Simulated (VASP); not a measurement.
These are SCAN meta-GGA, VASP's PBE PAW potentials (set 64) (plane waves; VASP) values and carry that method's errors.

The input files of a VASP run:

### KPOINTS
```
Automatic mesh
0
Gamma
17 17 9
0 0 0
```

POSCAR:
```
Co
1
    1.2356500186    -2.1402088335     0.0000000000
    1.2356500186     2.1402088335     0.0000000000
    0.0000000000     0.0000000000     4.0478554464
Co
2
Direct
  0.3333330000   0.6666670000   0.2500000000
  0.6666670000   0.3333330000   0.7500000000
```

### INCAR
```
SYSTEM = Co
PREC = Accurate
ENCUT = 520
EDIFF = 1E-7
NELM = 100
ALGO = Normal
LREAL = .FALSE.
LASPH = .TRUE.
ISMEAR = 1
SIGMA = 0.1
METAGGA = SCAN
LMIXTAU = .TRUE.
LMAXMIX = 4
ISPIN = 2
MAGMOM = 1.7 1.7
LORBIT = 10
LWAVE = .FALSE.
LCHARG = .FALSE.
ISIF = 4
IBRION = 2
NSW = 30
EDIFFG = -0.01
```

POTCAR, in this order: Co (PBE.64 set). Program: vasp_std.

What VASP printed:

**OSZICAR**
```
       N       E                     dE             d eps       ncg     rms          rms(c)
DAV:   1     0.611918266999E+02    0.61192E+02   -0.86025E+03 10012   0.163E+03
DAV:   2    -0.372968815868E+02   -0.98489E+02   -0.91402E+02  9921   0.265E+02
DAV:   3    -0.397885502129E+02   -0.24917E+01   -0.24337E+01 11692   0.603E+01
DAV:   4    -0.398283834222E+02   -0.39833E-01   -0.39824E-01 14584   0.570E+00
DAV:   5    -0.398286917180E+02   -0.30830E-03   -0.30829E-03 12242   0.505E-01    0.184E+01
DAV:   6    -0.353140217525E+02    0.45147E+01   -0.26012E+01 11062   0.107E+02    0.105E+01
DAV:   7    -0.344620549736E+02    0.85197E+00   -0.32499E+00 11979   0.358E+01    0.543E+00
DAV:   8    -0.344581206181E+02    0.39344E-02   -0.96390E-02 12070   0.301E+00    0.186E+00
DAV:   9    -0.344270263224E+02    0.31094E-01   -0.13245E-02 12770   0.165E+00    0.747E-01
DAV:  10    -0.344175895401E+02    0.94368E-02   -0.18625E-02 12519   0.202E+00    0.180E-01
DAV:  11    -0.344139506498E+02    0.36389E-02   -0.16171E-02 11533   0.124E+00    0.179E-01
DAV:  12    -0.344135064659E+02    0.44418E-03   -0.94435E-03 10966   0.850E-01    0.908E-02
DAV:  13    -0.344141172153E+02   -0.61075E-03   -0.97781E-04 10607   0.299E-01    0.332E-02
DAV:  14    -0.344137445304E+02    0.37268E-03   -0.73092E-04 10306   0.239E-01    0.112E-02
DAV:  15    -0.344138434472E+02   -0.98917E-04   -0.18022E-04 11059   0.122E-01    0.445E-03
DAV:  16    -0.344138431037E+02    0.34354E-06   -0.45470E-05 10593   0.586E-02    0.447E-03
DAV:  17    -0.344138182485E+02    0.24855E-04   -0.24155E-06 11342   0.146E-02    0.268E-03
DAV:  18    -0.344138168760E+02    0.13726E-05   -0.33013E-07  8930   0.671E-03    0.869E-04
DAV:  19    -0.344138226548E+02   -0.57789E-05   -0.19248E-07  7796   0.508E-03    0.383E-04
DAV:  20    -0.344138244251E+02   -0.17703E-05   -0.11304E-07  7712   0.356E-03    0.233E-04
DAV:  21    -0.344138257517E+02   -0.13266E-05   -0.54485E-08  6343   0.238E-03    0.264E-04
DAV:  22    -0.344138274013E+02   -0.16496E-05   -0.11563E-08  5209   0.128E-03    0.646E-05
DAV:  23    -0.344138273633E+02    0.38067E-07   -0.10116E-09  5153   0.400E-04
   1 F= -.34413827E+02 E0= -.34413804E+02  d E =-.344138E+02  mag=     3.4518
       N       E                     dE             d eps       ncg     rms          rms(c)
DAV:   1    -0.344138942801E+02   -0.66879E-04   -0.22276E-03 11167   0.415E-01    0.502E-02
DAV:   2    -0.344138392286E+02    0.55052E-04   -0.47712E-05 11865   0.111E-01    0.271E-02
DAV:   3    -0.344138541158E+02   -0.14887E-04   -0.11304E-04 10377   0.108E-01    0.945E-03
DAV:   4    -0.344138402891E+02    0.13827E-04   -0.42317E-05 10166   0.634E-02    0.224E-03
DAV:   5    -0.344138429567E+02   -0.26676E-05   -0.29536E-06 10551   0.175E-02    0.156E-03
DAV:   6    -0.344138427073E+02    0.24947E-06   -0.29198E-06  9435   0.149E-02    0.935E-04
DAV:   7    -0.344138410545E+02    0.16528E-05   -0.15290E-06  7901   0.104E-02    0.564E-04
DAV:   8    -0.344138415883E+02   -0.53382E-06   -0.12539E-07  7331   0.348E-03    0.257E-04
DAV:   9    -0.344138422416E+02   -0.65333E-06   -0.64505E-08  6300   0.237E-03    0.167E-04
DAV:  10    -0.344138419290E+02    0.31263E-06   -0.19667E-08  5265   0.134E-03    0.631E-05
DAV:  11    -0.344138420068E+02   -0.77798E-07   -0.32303E-09  5055   0.641E-04
   2 F= -.34413842E+02 E0= -.34413820E+02  d E =-.146435E-04  mag=     3.4504
```

File OUTCAR:
```
------------------------ aborting loop because EDIFF is reached ----------------------------------------
  FORCE on cell =-STRESS in cart. coord.  units (eV):
  Direction    XX          YY          ZZ          XY          YZ          ZX
  --------------------------------------------------------------------------------------
  Total       -0.9209107     -0.9209109     -0.9236122     -0.0000000     -0.0000000     -0.0000000
  in kB      -68.9162261    -68.9162397    -69.1183891     -0.0000000     -0.0000000     -0.0000000
  external PRESSURE =     -68.9836183 kB  Pullay stress =       0.0000000 kB
  volume of cell :       21.41
      direct lattice vectors                 reciprocal lattice vectors
     1.236035693 -2.140876832 -0.000000000     0.404519063 -0.233549167 -0.000000000
     1.236035693  2.140876832 -0.000000000     0.404519063  0.233549167  0.000000000
     0.000000000 -0.000000000  4.045329789     0.000000000  0.000000000  0.247198635
 POSITION                                       TOTAL-FORCE (eV/Angst)
 -----------------------------------------------------------------------------------
      1.23604      0.71363      1.01133         0.000000      0.000000      0.000000
      1.23604     -0.71363      3.03400        -0.000000     -0.000000      0.000000
 -----------------------------------------------------------------------------------
    total drift:                                0.000024     -0.000006     -0.000028
  FREE ENERGIE OF THE ION-ELECTRON SYSTEM (eV)
  ---------------------------------------------------
  free  energy   TOTEN  =       -34.4138420068 eV

  energy  without entropy=      -34.4137762827  energy(sigma->0) =      -34.41382010

 total charge

# of ion       s       p       d       tot
------------------------------------------
    1        0.517   0.568   7.234   8.319
    2        0.517   0.568   7.234   8.319
--------------------------------------------------
tot          1.034   1.136  14.469  16.639

 magnetization (x)

# of ion       s       p       d       tot
------------------------------------------
    1       -0.012  -0.079   1.877   1.786
    2       -0.012  -0.079   1.877   1.786
--------------------------------------------------
tot         -0.024  -0.159   3.755   3.572

 reached required accuracy - stopping structural energy minimisation
```
(Selected blocks of OUTCAR.)

**CONTCAR**
```
Co
   1.00000000000000
     1.2360356934731782   -2.1408768323860712   -0.0000000000000000
     1.2360356934731782    2.1408768323860712   -0.0000000000000000
     0.0000000000000000   -0.0000000000000000    4.0453297890831426
  Co
     2
Direct
     0.3333330000000032    0.6666669999999968    0.2500000000000000
     0.6666669999999968    0.3333330000000032    0.7500000000000000
```

The compound is Co in the hcp structure. This cell is one point of a volume scan, at 1.03 of the reference volume. Symmetry was kept, so distortions that lower it aren't found.
